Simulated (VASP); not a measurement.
Consider the following.

```
GaN
1.0
    1.59122    -2.75608     0.00000
    1.59122     2.75608     0.00000
    0.00000     0.00000     5.18010
Ga N
2 2
Direct
  0.66667   0.33333   0.50003
  0.33333   0.66667   0.00003
  0.66667   0.33333   0.87697
  0.35147   0.64853   0.37697
```

Calculation: PBEsol GGA, VASP's PBE PAW potentials (set 64) (plane waves; VASP 6.6.1). Numerical set-up: 600 eV cut-off, 8×8×4 Γ-centred mesh, Gaussian smearing of 0.050 eV, potentials Ga_d N.

**Question.** Predict the energy per atom (σ→0), largest force.

**Answer.** 
```yaml
energy per atom (σ→0): -6.549 eV/atom
largest_force: 1.596 eV/Å
```

Only differences to runs with the same potentials and settings are physical.

The compound is GaN in the wurtzite structure. This cell was strained or had an atom moved on purpose.
